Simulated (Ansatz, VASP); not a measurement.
**CeC: VASP beside Ansatz**

```
Ce C
1.0
     0.00000    2.61326    2.61326
     2.61326    0.00000    2.61326
     2.61326    2.61326    0.00000
Ce C
1 1
Direct
  0.00000 0.00000 0.00000
  0.50000 0.50000 0.50000
```

Change from the starting cell: volume scaled by 1.02.

Alike in both runs: task single point; functional PBEsol; k mesh 12 × 12 × 12; occupations fermi-dirac, width 0.03 eV; no spin polarisation.

|  | VASP | Ansatz |
| --- | --- | --- |
| version | VASP 6.6.1 | Ansatz 0.2.0 |
| potentials or method | VASP PAW PBE potentials, release 64 (Ce, C), cutoff 520 eV | all-electron LAPW, scalar-relativistic |

```csv
,VASP,Ansatz,Ansatz less VASP
pressure (GPa),-6.6,-6.5,+0.07
```

Ansatz ran all-electron here, so the differences hold the error of VASP's frozen core and of both bases.

Caveats: the PAW data sets were made with another functional, which shifts forces and pressure a little (VASP); without U or exact exchange the open f shell lies at the Fermi level, which spoils levels, moments and volumes. Spin polarisation is off, so any magnetic state and its effect on volume and gap are missing. The runs have no spin-orbit coupling, so splittings on Ce are missing.
